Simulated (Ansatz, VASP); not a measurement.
# Cross-check of TiC between VASP and Ansatz

One calculation is typed for both programs; each brings its own data sets. How far apart do they land? The cell is taken from a series of runs on this material, whose earlier steps may have relaxed, scaled, displaced or heated it; both programs get it as it stands.

Main program and level: Ansatz 0.2.0; plane waves, with VASP 6.6.1 beside it; zone-centre phonons at PBEsol.

## Step 1: The starting structure

It takes space group Immm (No. 71, orthorhombic). Conventional cell: a = 3.005 Å, b = 3.045 Å, c = 4.300 Å, α = 90.00°, β = 90.00°, γ = 90.00°. Nearest to C lie 6 Ti at 2.14 to 2.15 Å. Nearest to Ti lie 6 C at 2.14 to 2.15 Å. Farther neighbours are not listed.

## Step 2: VASP: zone-centre phonons, PBEsol

Second derivatives magnify differences that forces hide, and they need a tight electronic threshold.

Lines of VASP's logs that name or quote its potential files are left out, and so is its time.

INCAR reads:

```
SYSTEM = TiC
PREC = Accurate
ENCUT = 600
EDIFF = 1E-08
NELM = 120
ISMEAR = 1
SIGMA = 0.2
LREAL = .FALSE.
ALGO = Normal
GGA = PS
NBANDS = 14
LASPH = .TRUE.
LORBIT = 11
LWAVE = .FALSE.
LCHARG = .FALSE.
ISIF = 2
IBRION = 8
GGA_COMPAT = .FALSE.
KPAR = 2
```

POSCAR reads:

```
TiC
1.0
   -0.0139975156      2.1389764007      2.1498311085
    2.1389764007     -0.0139975156      2.1498311085
    2.1249788851      2.1249788851      0.0000000000
C Ti
1 1
Direct
    0.5000000000      0.5000000000      0.5000000000
    0.0000000000      0.0000000000      0.0000000000
```

KPOINTS reads:

```
Automatic mesh
0
Gamma
16 16 16
0 0 0
```

PAW data sets: C and Ti_sv (PBE family, release 64).

The run is started by

```
mpirun -np 2 vasp_std
```

Numbers of over 12 decimals in the logs are rounded to 6 here.

The log of the run:

```text
[banner, memory and clock lines left out]
running    2 mpi-ranks, on    1 nodes
 distrk:  each k-point on    1 cores,    2 groups
 distr:  one band on    1 cores,    1 groups

 POSCAR found type information on POSCAR C Ti
 POSCAR found :  2 types and       2 ions
|                                                                             |
|               ----> ADVICE to this user running VASP <----                  |
|                                                                             |
|     You enforced a specific xc type in the INCAR file but a different       |
|     [... a line on the potential file left out ...]
|     I HOPE YOU KNOW WHAT YOU ARE DOING!                                     |
|                                                                             |

 LDA part: xc-table for (Slater+PW92), standard interpolation
 POSCAR, INCAR and KPOINTS ok, starting setup
 FFT: planning ... GRIDC
 FFT: planning ... GRID_SOFT
 FFT: planning ... GRID
 WAVECAR not read
 entering main loop
       N       E                     dE             d eps       ncg     rms          rms(c)
DAV:   1     0.127249458923E+03    0.12725E+03   -0.88942E+03 17394   0.152E+03
DAV:   2    -0.162628027891E+02   -0.14351E+03   -0.13496E+03 18468   0.373E+02
DAV:   3    -0.247784621792E+02   -0.85157E+01   -0.83217E+01 22948   0.872E+01
DAV:   4    -0.251332654845E+02   -0.35480E+00   -0.35453E+00 21916   0.162E+01
DAV:   5    -0.251417639705E+02   -0.84985E-02   -0.84978E-02 23310   0.220E+00    0.191E+01
DAV:   6    -0.203415031986E+02    0.48003E+01   -0.12466E+01 25066   0.603E+01    0.661E+00
DAV:   7    -0.198387125096E+02    0.50279E+00   -0.19855E+00 21148   0.211E+01    0.533E+00
DAV:   8    -0.198052687215E+02    0.33444E-01   -0.11420E-01 19694   0.430E+00    0.304E+00
DAV:   9    -0.198025801979E+02    0.26885E-02   -0.95962E-02 21186   0.367E+00    0.821E-01
DAV:  10    -0.198010548466E+02    0.15254E-02   -0.96126E-03 24430   0.136E+00    0.688E-01
DAV:  11    -0.197991121061E+02    0.19427E-02   -0.52002E-03 18612   0.108E+00    0.115E-01
DAV:  12    -0.197991034309E+02    0.86752E-05   -0.34511E-04 19944   0.229E-01    0.341E-02
DAV:  13    -0.197990958189E+02    0.76120E-05   -0.13101E-05 24350   0.363E-02    0.558E-03
DAV:  14    -0.197990953144E+02    0.50449E-06   -0.27755E-07 23948   0.755E-03    0.231E-03
DAV:  15    -0.197990952075E+02    0.10692E-06   -0.76408E-08 25624   0.281E-03    0.526E-04
DAV:  16    -0.197990952126E+02   -0.50907E-08   -0.97726E-09 12334   0.136E-03
   1 F= -.19799095E+02 E0= -.19798998E+02  d E =-.291662E-03
 Linear response reoptimize wavefunctions to high precision
DAV:   1    -0.197990952090E+02    0.36441E-08   -0.71074E-10 13374   0.350E-04
DAV:   2    -0.197990952090E+02   -0.17735E-10   -0.99756E-11 10218   0.112E-04
 Linear response DOF=           4
 Linear response progress:
  Degree of freedom:   1/  4
       N       E                     dE             d eps       ncg     rms          rms(c)
RMM:   1    -0.125089459751E+00   -0.12509E+00   -0.41846E-02 67259   0.227E+00
RMM:   2    -0.116469684732E+00    0.86198E-02   -0.55350E-03 60824   0.556E-01    0.137E-01
RMM:   3    -0.117143580048E+00   -0.67390E-03   -0.18657E-03 63711   0.237E-01    0.640E-02
RMM:   4    -0.118137360235E+00   -0.99378E-03   -0.69249E-04 65448   0.144E-01    0.150E-02
RMM:   5    -0.118269181652E+00   -0.13182E-03   -0.14972E-04 73558   0.581E-02    0.279E-03
RMM:   6    -0.118260190031E+00    0.89916E-05   -0.19780E-05 72934   0.236E-02    0.146E-03
RMM:   7    -0.118255511703E+00    0.46783E-05   -0.41763E-06 74297   0.113E-02    0.706E-04
RMM:   8    -0.118259836522E+00   -0.43248E-05   -0.80027E-07 72876   0.559E-03    0.332E-04
RMM:   9    -0.118257485163E+00    0.23514E-05   -0.48996E-07 75118   0.308E-03    0.122E-04
RMM:  10    -0.118257612374E+00   -0.12721E-06   -0.62358E-07 73878   0.164E-03    0.574E-05
RMM:  11    -0.118257457923E+00    0.15445E-06   -0.15349E-07 74452   0.899E-04    0.444E-05
RMM:  12    -0.118257471270E+00   -0.13347E-07   -0.40504E-08 77345   0.489E-04    0.379E-05
RMM:  13    -0.118257480472E+00   -0.92022E-08   -0.17276E-07 76779   0.273E-04    0.629E-05
RMM:  14    -0.118257491051E+00   -0.10579E-07   -0.25493E-08 71223   0.162E-04    0.375E-05
RMM:  15    -0.118257506720E+00   -0.15670E-07   -0.50185E-08 74466   0.919E-05    0.249E-05
RMM:  16    -0.118257510389E+00   -0.36686E-08   -0.94958E-09 71780   0.571E-05    0.957E-06
 first order change of Fermi-energy   0.46195E-03
 force on displaced ion       1 direction 1 : -10.801   0.341   0.000
 Linear response progress:
  Degree of freedom:   2/  4
       N       E                     dE             d eps       ncg     rms          rms(c)
RMM:   1    -0.124187647956E+00   -0.12419E+00   -0.36106E-02 37918   0.222E+00
RMM:   2    -0.116243454364E+00    0.79442E-02   -0.53172E-03 33947   0.542E-01    0.136E-01
RMM:   3    -0.116913583268E+00   -0.67013E-03   -0.18198E-03 35360   0.231E-01    0.634E-02
RMM:   4    -0.117894113141E+00   -0.98053E-03   -0.66497E-04 36256   0.141E-01    0.149E-02
RMM:   5    -0.118021765739E+00   -0.12765E-03   -0.14348E-04 40810   0.564E-02    0.269E-03
RMM:   6    -0.118011627734E+00    0.10138E-04   -0.18609E-05 40284   0.226E-02    0.140E-03
RMM:   7    -0.118006631563E+00    0.49962E-05   -0.39915E-06 41076   0.107E-02    0.677E-04
RMM:   8    -0.118011118391E+00   -0.44868E-05   -0.76202E-07 40614   0.529E-03    0.322E-04
RMM:   9    -0.118008687587E+00    0.24308E-05   -0.32339E-07 41363   0.288E-03    0.112E-04
RMM:  10    -0.118008871732E+00   -0.18414E-06   -0.45694E-07 40746   0.153E-03    0.549E-05
RMM:  11    -0.118008727534E+00    0.14420E-06   -0.85254E-08 41682   0.822E-04    0.353E-05
RMM:  12    -0.118008739648E+00   -0.12114E-07   -0.74964E-08 42743   0.434E-04    0.279E-05
RMM:  13    -0.118008713612E+00    0.26037E-07   -0.12194E-07 39400   0.283E-04    0.557E-05
RMM:  14    -0.118008769083E+00   -0.55471E-07   -0.59071E-08 39028   0.192E-04    0.220E-05
RMM:  15    -0.118008781402E+00   -0.12319E-07   -0.11208E-08 41555   0.949E-05    0.108E-05
RMM:  16    -0.118008778713E+00    0.26896E-08   -0.41744E-08 42040   0.545E-05    0.427E-06
 first order change of Fermi-energy   0.84061E-03
 force on displaced ion       1 direction 3 :   0.000   0.000 -10.319
 Linear response progress:
  Degree of freedom:   3/  4
       N       E                     dE             d eps       ncg     rms          rms(c)
RMM:   1    -0.691706539159E+00   -0.69171E+00    0.60322E+00 30924   0.138E+02
RMM:   2    -0.664765583437E+00    0.26941E-01   -0.24458E-01 53162   0.502E+00    0.232E-01
RMM:   3    -0.663198825504E+00    0.15668E-02   -0.18780E-02 63189   0.118E+00    0.115E-01
RMM:   4    -0.662363962355E+00    0.83486E-03   -0.78540E-03 69202   0.528E-01    0.221E-02
RMM:   5    -0.662909072846E+00   -0.54511E-03   -0.12617E-03 73187   0.212E-01    0.105E-02
RMM:   6    -0.663236351456E+00   -0.32728E-03   -0.33973E-04 73888   0.930E-02    0.780E-03
RMM:   7    -0.663532873156E+00   -0.29652E-03   -0.82585E-05 68365   0.458E-02    0.276E-03
RMM:   8    -0.663699844287E+00   -0.16697E-03   -0.38746E-05 71095   0.255E-02    0.251E-03
RMM:   9    -0.663602289230E+00    0.97555E-04   -0.20664E-05 69612   0.149E-02    0.829E-04
RMM:  10    -0.663625728578E+00   -0.23439E-04   -0.14270E-05 74107   0.875E-03    0.318E-04
RMM:  11    -0.663642464041E+00   -0.16735E-04   -0.11345E-05 74008   0.574E-03    0.576E-05
RMM:  12    -0.663640598926E+00    0.18651E-05   -0.85787E-06 76832   0.394E-03    0.746E-05
RMM:  13    -0.663640860708E+00   -0.26178E-06   -0.68894E-06 77801   0.292E-03    0.104E-04
RMM:  14    -0.663640131894E+00    0.72881E-06   -0.52964E-06 74161   0.230E-03    0.147E-04
RMM:  15    -0.663639833323E+00    0.29857E-06   -0.44670E-06 77268   0.186E-03    0.170E-04
RMM:  16    -0.663641162448E+00   -0.13291E-05   -0.36045E-06 67927   0.156E-03    0.149E-04
RMM:  17    -0.663640478300E+00    0.68415E-06   -0.29992E-06 67058   0.133E-03    0.179E-04
RMM:  18    -0.663640516775E+00   -0.38475E-07   -0.24077E-06 77620   0.113E-03    0.185E-04
RMM:  19    -0.663641723168E+00   -0.12064E-05   -0.19704E-06 64570   0.997E-04    0.166E-04
 first order change of Fermi-energy  -0.38814E-03
 force on displaced ion       2 direction 1 : -10.851   0.342   0.000
 Linear response progress:
  Degree of freedom:   4/  4
       N       E                     dE             d eps       ncg     rms          rms(c)
RMM:   1    -0.699132210254E+00   -0.69913E+00    0.53379E+00 17550   0.137E+02
RMM:   2    -0.671910122774E+00    0.27222E-01   -0.24219E-01 29658   0.499E+00    0.231E-01
RMM:   3    -0.670453488895E+00    0.14566E-02   -0.18704E-02 35029   0.117E+00    0.114E-01
RMM:   4    -0.669673547175E+00    0.77994E-03   -0.78819E-03 38447   0.524E-01    0.219E-02
RMM:   5    -0.670247268008E+00   -0.57372E-03   -0.12209E-03 40535   0.208E-01    0.103E-02
RMM:   6    -0.670569228815E+00   -0.32196E-03   -0.32856E-04 41001   0.908E-02    0.768E-03
RMM:   7    -0.670865972241E+00   -0.29674E-03   -0.79286E-05 38005   0.445E-02    0.266E-03
RMM:   8    -0.671028298987E+00   -0.16233E-03   -0.36491E-05 39560   0.246E-02    0.248E-03
RMM:   9    -0.670930402240E+00    0.97897E-04   -0.18167E-05 38495   0.144E-02    0.859E-04
RMM:  10    -0.670955443157E+00   -0.25041E-04   -0.14110E-05 40893   0.843E-03    0.293E-04
RMM:  11    -0.670971897461E+00   -0.16454E-04   -0.11448E-05 40912   0.554E-03    0.769E-05
RMM:  12    -0.670969496234E+00    0.24012E-05   -0.85684E-06 42234   0.381E-03    0.654E-05
RMM:  13    -0.670970258425E+00   -0.76219E-06   -0.73860E-06 42457   0.282E-03    0.768E-05
RMM:  14    -0.670967827945E+00    0.24305E-05   -0.59398E-06 38830   0.226E-03    0.165E-04
[...]
RMM:  25    -0.670975111553E+00   -0.17594E-07   -0.80774E-07 29502   0.440E-04    0.112E-05
RMM:  26    -0.670975102701E+00    0.88528E-08   -0.72216E-07 28579   0.391E-04    0.139E-05
RMM:  27    -0.670975103299E+00   -0.59826E-09   -0.58740E-07 29593   0.347E-04    0.165E-05
RMM:  28    -0.670975116098E+00   -0.12799E-07   -0.50593E-07 22633   0.310E-04    0.186E-05
RMM:  29    -0.670975142739E+00   -0.26641E-07   -0.38376E-07 29254   0.276E-04    0.200E-05
RMM:  30    -0.670975163070E+00   -0.20332E-07   -0.34342E-07 26250   0.246E-04    0.215E-05
RMM:  31    -0.670975168509E+00   -0.54386E-08   -0.25623E-07 22171   0.219E-04    0.228E-05
RMM:  32    -0.670975200965E+00   -0.32456E-07   -0.20676E-07 32008   0.197E-04    0.236E-05
 first order change of Fermi-energy  -0.53525E-03
 force on displaced ion       2 direction 3 :   0.000   0.000 -10.333
 Linear response finished
```

OUTCAR, selected parts (step 2):

```text
ion  position               nearest neighbor table
   1  0.500  0.500  0.500-   2 2.14   2 2.14   2 2.14   2 2.14   2 2.15   2 2.15
   2  0.000  0.000  0.000-   1 2.14   1 2.14   1 2.14   1 2.14   1 2.15   1 2.15

  LATTYP: Found a body centered orthorhombic cell.
 ALAT       =     3.0051739591
 B/A-ratio  =     1.0131742632
 C/A-ratio  =     1.4307531862

 Subroutine GETGRP returns: Found  8 space group operations
 (whereof  8 operations were pure point group operations)

The static configuration has the point symmetry D_2h.

 Found    621 irreducible k-points:

   k-points           NKPTS =    621   k-points in BZ     NKDIM =    621   number of bands    NBANDS=     14

   dimension x,y,z NGX =    24 NGY =   24 NGZ =   24
   dimension x,y,z NGXF=    48 NGYF=   48 NGZF=   48

   ENCUT  =  600.0 eV  44.10 Ry    6.64 a.u.   6.06  6.06  6.00*2*pi/ulx,y,z

   NELECT =      16.0000    total number of electrons

 k-points in reciprocal lattice and weights: Automatic mesh
   0.00000000  0.00000000  0.00000000       0.000
   0.06250000  0.00000000  0.00000000       0.001
   0.12500000  0.00000000  0.00000000       0.001
   0.18750000  0.00000000  0.00000000       0.001
   0.25000000  0.00000000  0.00000000       0.001
   0.31250000  0.00000000  0.00000000       0.001
   0.37500000  0.00000000  0.00000000       0.001
   0.43750000  0.00000000  0.00000000       0.001
   0.50000000  0.00000000  0.00000000       0.000
[...]
0.25000000  0.25000000  0.50000000       0.000
  -0.25000000  0.25000000  0.50000000       0.000

 average (electrostatic) potential at core
       1 -44.2181       2 -70.4736

  Total        0.3014100      0.3014100      0.0269955      0.2720162      0.0000000      0.0000000
  in kB       24.5493831     24.5493831      2.1987407     22.1553016      0.0000000      0.0000000
  external PRESSURE =      17.0991689 kB  Pullay stress =       0.0000000 kB

  energy-cutoff  :      600.00
  volume of cell :       19.67
      direct lattice vectors                 reciprocal lattice vectors
    -0.013997516  2.138976401  2.149831108    -0.232236906  0.232236906  0.232576409
     2.138976401 -0.013997516  2.149831108     0.232236906 -0.232236906  0.232576409
     2.124978885  2.124978885  0.000000000     0.235296456  0.235296456 -0.232576409

 POSITION                                       TOTAL-FORCE (eV/Angst)
 -----------------------------------------------------------------------------------
      2.12498      2.12498      2.14983         0.000000      0.000000     -0.000000
      0.00000      0.00000      0.00000        -0.000000      0.000000      0.000000
 -----------------------------------------------------------------------------------
    total drift:                                0.000000     -0.000000     -0.000000

 Eigenvectors and eigenvalues of the dynamical matrix
 ----------------------------------------------------

   1 f  =   16.848274 THz   105.860829 2PiTHz  561.997932 cm-1    69.678832 meV
             X         Y         Z           dx          dy          dz
      2.124979  2.124979  2.149831     0.631956   -0.631956    0.000000
      0.000000  0.000000  0.000000    -0.317226    0.317226    0.000000

   2 f  =   16.324162 THz   102.567734 2PiTHz  544.515430 cm-1    67.511279 meV
             X         Y         Z           dx          dy          dz
      2.124979  2.124979  2.149831     0.631943    0.631943   -0.000000
      0.000000  0.000000  0.000000    -0.317252   -0.317252    0.000000

   3 f  =   16.208508 THz   101.841061 2PiTHz  540.657640 cm-1    67.032974 meV
             X         Y         Z           dx          dy          dz
      2.124979  2.124979  2.149831    -0.000000    0.000000    0.894003
      0.000000  0.000000  0.000000     0.000000   -0.000000   -0.448061

   4 f/i=    0.004274 THz     0.026851 2PiTHz    0.142550 cm-1     0.017674 meV
             X         Y         Z           dx          dy          dz
      2.124979  2.124979  2.149831     0.000000   -0.000000    0.448061
      0.000000  0.000000  0.000000     0.000000   -0.000000    0.894003

   5 f/i=    0.015067 THz     0.094671 2PiTHz    0.502592 cm-1     0.062313 meV
             X         Y         Z           dx          dy          dz
      2.124979  2.124979  2.149831     0.317226   -0.317226   -0.000000
      0.000000  0.000000  0.000000     0.631956   -0.631956   -0.000000

   6 f/i=    0.015265 THz     0.095914 2PiTHz    0.509192 cm-1     0.063132 meV
             X         Y         Z           dx          dy          dz
      2.124979  2.124979  2.149831     0.317252    0.317252    0.000000
      0.000000  0.000000  0.000000     0.631943    0.631943    0.000000

 ELASTIC MODULI CONTR FROM IONIC RELAXATION (kBar)
 Direction    XX          YY          ZZ          XY          YZ          ZX
 --------------------------------------------------------------------------------
 XX           0.0000      0.0000      0.0000      0.0000      0.0000      0.0000
 YY           0.0000      0.0000      0.0000      0.0000      0.0000      0.0000
 ZZ           0.0000      0.0000      0.0000      0.0000      0.0000      0.0000
 XY           0.0000      0.0000      0.0000      0.0000      0.0000      0.0000
 YZ           0.0000      0.0000      0.0000      0.0000      0.0000      0.0000
 ZX           0.0000      0.0000      0.0000      0.0000      0.0000      0.0000
 --------------------------------------------------------------------------------
```

(Continued in part 2 of 2.)

[Lines on the potential files, build, host, timing and source positions are cut from VASP's logs without a mark.]

[Logs are printed without paths, hosts, clocks, repeated set-up lines and the standing remarks that a program may print on its own settings, such as how far it seeks lower states.]

[Hosts, paths, dates, database ids (printed as entryN), source tags and the programs' standing remarks are cut or masked in the printed files.]
